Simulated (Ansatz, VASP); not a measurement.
## Two plane-wave programs on HfMgO

```
Mg Hf O
1.0
     3.69202    0.00000    0.00000
    -1.84601    3.19738    0.00000
     0.00000    0.00000    3.54659
Mg Hf O
1 1 1
Cartesian
  1.8460 1.0658 1.7733
  0.0000 0.0000 0.0000
  0.0000 2.1316 1.7733
```

Change from the starting cell: species swapped into the GdPPt type (P-6m2, No. 187).

Alike in both runs: task single point; functional PBE; k mesh 6 × 6 × 6; occupations gaussian, width 0.1 eV; no spin polarisation.

|  | VASP | Ansatz |
| --- | --- | --- |
| version | VASP 6.6.1 | Ansatz 0.2.0 |
| potentials or method | VASP PAW PBE potentials, release 64 (Mg, Hf_pv, O) | scalar-relativistic, plane waves, PAW |
| plane-wave cutoff (eV) | 520 | 420 |
| valence electrons in the cell | 18 | 42 |

```csv
,VASP,Ansatz,Ansatz less VASP
gap on the k mesh at the Fermi level (eV),none,none,-
pressure (GPa),13.9,14.4,+0.52
largest component of the traceless stress (GPa),3.31,3.30,-0.007
```

A gap of «none» marks a metal or a gap that the smearing closes. The functional is the same, so the differences come from potentials, cutoffs and numerics. The two sets of potentials don't hold the same shells in valence.

Spin-orbit coupling is left out, which matters for the levels of Hf.
